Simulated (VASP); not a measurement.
Consider the following.

```yaml
crystal:
  lattice:
    - [0.00000, 3.02285, 3.02285]
    - [3.02285, 0.00000, 3.02285]
    - [3.02285, 3.02285, 0.00000]
  atoms:
    - { symbol: Ca, position: [0.00000, 0.00000, 0.00000] }
    - { symbol: Se, position: [0.50000, 0.50000, 0.50000] }
```

Calculation: RPBE GGA, VASP's PBE PAW potentials (set 64) (plane waves; VASP 6.6.1). Run with 520 eV cut-off, Gaussian smearing of 0.050 eV, potentials Ca_sv Se.

Estimate the band gap (along the path) with the smallest direct gap where there is one.

| Property | Result |
|---|---|
| band gap (along the path) | 2.27 eV |
| smallest direct gap (along the path) | 3.14 eV |

Only differences to runs with the same potentials and settings are physical.

The compound is CaSe in the rock salt structure. It was relaxed first, which changed the volume by +7 %.
